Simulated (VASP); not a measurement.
A convergence study with VASP on Si (diamond): one setting is varied, all else stays as given below, so the limit is that of these other settings.

```yaml
crystal:
  lattice:
    - [0.00000, 2.71550, 2.71550]
    - [2.71550, 0.00000, 2.71550]
    - [2.71550, 2.71550, 0.00000]
  atoms:
    - { symbol: Si, position: [0.00000, 0.00000, 0.00000] }
    - { symbol: Si, position: [0.25000, 0.25000, 0.25000] }
```

These are LDA (Ceperley-Alder, Perdew-Zunger), VASP's LDA PAW potentials (set 64) (plane waves; VASP) values and carry that method's errors. The tightest run used: 550 eV cut-off, 18×18×18 Γ-centred mesh, Gaussian smearing of 0.010 eV, potentials Si.

The settings run are 4×4×4 mesh; 6×6×6 mesh; 8×8×8 mesh; 10×10×10 mesh; 12×12×12 mesh; 14×14×14 mesh; 16×16×16 mesh; 18×18×18 mesh. From which on does the mean ε∞ stay within 0.3  of the tightest run?

From 12×12×12 mesh on: it is off by 0.16 there and by no more than 0.3 in any finer run, while 10×10×10 mesh is off by 0.46.
```
setting        mean ε∞  highest Γ mode (cm⁻¹)  irreducible k-points  difference judged ()
-------------  -------  ---------------------  --------------------  --------------------
4×4×4 mesh       25.18                  514.9                     8                 11.84
6×6×6 mesh       17.13                  506.7                    16                  3.79
8×8×8 mesh       14.65                  505.3                    29                  1.30
10×10×10 mesh    13.80                  504.9                    47                  0.46
12×12×12 mesh    13.50                  504.8                    72                  0.16
14×14×14 mesh    13.40                  504.8                   104                  0.05
16×16×16 mesh    13.36                  504.8                   145                  0.01
18×18×18 mesh    13.35                  504.7                   195                  0.00
```

Left out are rungs that failed or repeat a setting and relaxations that didn't move; long series are thinned to 24 rows.

The compound is Si in the diamond structure. The cell was not relaxed at this level.
